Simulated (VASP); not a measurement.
Crystal: Sr.

```
Sr
1.0
     0.00000    3.01082    3.01082
     3.01082    0.00000    3.01082
     3.01082    3.01082    0.00000
Sr
1
Direct
  0.00000 0.00000 0.00000
```

Base run:

| Item | Value |
| --- | --- |
| Program | VASP 6.6.1 |
| Functional | PBEsol |
| Potentials or basis | VASP PAW PBE potentials, release 64 (Sr_sv) |
| Cutoff | 450 eV |
| k mesh | 12 × 12 × 12 |
| Occupations | methfessel-paxton, width 0.1 eV |
| Spin | no spin polarisation |

Its results: band gap on the k mesh none (metal or under the smearing width); pressure -0.6 GPa.

Task: After a change of settings the same cell gave: band gap on the k mesh none (metal or under the smearing width); pressure -1.4 GPa. Which change was it?
A. functional from PBEsol to LDA; potentials or basis from VASP PAW PBE potentials, release 64 (Sr_sv) to VASP PAW LDA potentials, release 64 (Sr_sv)
B. functional from PBEsol to HSE06; k mesh from 12 × 12 × 12 to 7 × 7 × 7
C. functional from PBEsol to PBE0; k mesh from 12 × 12 × 12 to 7 × 7 × 7
D. functional from PBEsol to PBE; cutoff from 450 eV to 300 eV

Result: A.

Caveats: the PAW data sets were made with another functional, which shifts forces and pressure a little (some runs).
